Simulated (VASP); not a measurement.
Sb2Te3O2:

```xyz
7
Lattice="4.0139 0.0000 0.0000 -2.0070 3.4761 0.0000 0.0000 0.0000 11.7630" Properties=species:S:1:pos:R:3 pbc="T T T"
Sb    0.0000    0.0000    0.0920
Sb    0.0000    2.3174    2.8900
Te    2.0070    1.1587    5.1730
Te    2.0070    1.1587    9.5020
Te    0.0000    0.0000    7.3680
O     0.0000    0.0000    2.2130
O     0.0000    2.3174    0.7000
```

The cell was built by a generator and needn't be a form met in nature.

| Item | Value |
| --- | --- |
| Program | VASP 6.6.1 |
| Task | relaxation of cell and atoms |
| Functional | PBE |
| Potentials or basis | VASP PAW PBE potentials, release 64 (Sb, Te, O) |
| Cutoff | 520 eV |
| k mesh | 8 × 8 × 4 |
| Occupations | gaussian, width 0.1 eV |
| Spin | no spin polarisation |

At the start: pressure -0.1 GPa; volume 23.45 Å³/atom.

Question: How do energy, volume and symmetry change on relaxing?

Answer: Over 12 steps the energy falls by 4.1 meV/atom and the volume is 23.28 Å³/atom (-0.7 %); space group P3m1 (No. 156, to 0.05 Å).

The path:
| step | energy change (eV) | largest force (eV/Å) | pressure (GPa) | volume (Å³) |
| --- | --- | --- | --- | --- |
| 1 | 0.0000 | 0.3285 | -0.07 | 164.13 |
| 2 | -0.0116 | 0.2508 | -0.20 | 163.87 |
| 3 | -0.0228 | 0.2045 | -0.41 | 163.23 |
| 4 | -0.0250 | 0.0573 | 0.59 | 161.25 |
| 5 | -0.0263 | 0.0932 | 0.23 | 162.00 |
| 6 | -0.0283 | 0.0355 | 0.10 | 162.55 |
| 7 | -0.0287 | 0.0526 | -0.01 | 163.19 |
| 8 | -0.0288 | 0.0350 | 0.01 | 163.00 |
| 9 | -0.0288 | 0.0344 | 0.02 | 162.98 |
| 10 | -0.0289 | 0.0089 | -0.04 | 163.08 |
| 11 | -0.0289 | 0.0117 | -0.05 | 163.10 |
| 12 | -0.0290 | 0.0095 | 0.02 | 162.93 |

Final structure:
```
Sb Te O
1.0
     4.01131    0.00000    0.00000
    -2.00566    3.47390    0.00000
     0.00000    0.00000   11.69194
Sb Te O
2 3 2
Direct
  0.00000 0.00000 0.00628
  0.33333 0.66667 0.24748
  0.66667 0.33333 0.43320
  0.66667 0.33333 0.81410
  0.00000 0.00000 0.62603
  0.00000 0.00000 0.18730
  0.33333 0.66667 0.06067
```
